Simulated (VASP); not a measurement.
F2InCl, 4 atoms in the cell. The cell holds a molecule in a box, 4 atoms: a = 12.000 Å, b = 12.000 Å, c = 13.000 Å, α = 90.00°, β = 90.00°, γ = 90.00°.  The cell isn't the ideal one: atoms moved at random, drawn with an rms of 0.02 Å.

```yaml
Program: VASP 6.6.1
Task: relaxation of the atoms
Functional: PBE
Potentials_or_basis: VASP PAW PBE potentials, release 64 (F, In_d, Cl)
Cutoff: 520 eV
k_mesh: 1 × 1 × 1
Occupations: gaussian, width 0.01 eV
Spin: no spin polarisation
Further_INCAR_settings: ALGO = Normal; EDIFF = 1e-06; IBRION = 2; EDIFFG = -0.02; NSW = 40
```

Potentials or basis: VASP PAW PBE potentials, release 64 (F, In_d, Cl).

Launch:

```sh
$ cat potpaw_PBE.64/F/POTCAR potpaw_PBE.64/In_d/POTCAR potpaw_PBE.64/Cl/POTCAR > POTCAR
$ mpirun -np 1 vasp_gam > vasp.out
```

Hardware: 1 thread of Intel(R) Xeon(R) Platinum 8259CL CPU @ 2.50GHz (Skylake/Cascade Lake), on a shared host.

Problem. How long does it take, and how much memory?

Solution. Wall time 17 min on 1 thread of Intel(R) Xeon(R) Platinum 8259CL CPU @ 2.50GHz (Skylake/Cascade Lake), with other jobs on the host, peak memory 1.4 GiB. Counts: scf iterations 111, k points 1, ion steps 11.
